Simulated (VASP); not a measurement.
Here is the system:

```
As
1.0
    3.71406    -1.94684    -0.02999
    3.71406     1.94684    -0.02999
    2.71958     0.00000     3.19206
As
2
Direct
  0.22888   0.22888   0.22888
  0.77112   0.77112   0.77112
```

Computed with optB86b-vdW, VASP's PBE PAW potentials (set 64) (plane waves; VASP). Numerical set-up: 520 eV cut-off, 12×12×12 Γ-centred mesh, first-order Methfessel-Paxton smearing of 0.10 eV, potentials As.

Q: The ions and cell shape at fixed volume are relaxed. Give the cell that the relaxation ends in.

A: 
```
As
1.0
    3.83239    -1.91204     0.02756
    3.83239     1.91204     0.02756
    2.85568     0.00000     3.19201
As
2
Direct
  0.22591   0.22591   0.22591
  0.77409   0.77409   0.77409
```
Space group R-3m (166), at a tolerance of 0.03 Å.

Q: How much energy does the relaxation gain?

A: The energy (σ→0) changes by -8.2 meV/atom, in 8 ionic steps.

| step | E(σ→0) (eV) | max force (eV/Å) | pressure (GPa) | volume (Å³) |
|---|---|---|---|---|
| 1 | -6.4331 | 0.310 | -3.81 | 46.48 |
| 2 | -6.4419 | 0.122 | -3.15 | 46.48 |
| 3 | -6.4449 | 0.069 | -2.47 | 46.48 |
| 4 | -6.4479 | 0.033 | -2.24 | 46.48 |
| 5 | -6.4493 | 0.016 | -1.95 | 46.48 |
| 6 | -6.4493 | 0.021 | -1.92 | 46.48 |
| 7 | -6.4493 | 0.023 | -1.91 | 46.48 |
| 8 | -6.4494 | 0.002 | -1.82 | 46.48 |

The compound is As in the a7 structure. This cell is one point of a volume scan, at 1.06 of the reference volume. Symmetry was kept, so distortions that lower it aren't found.
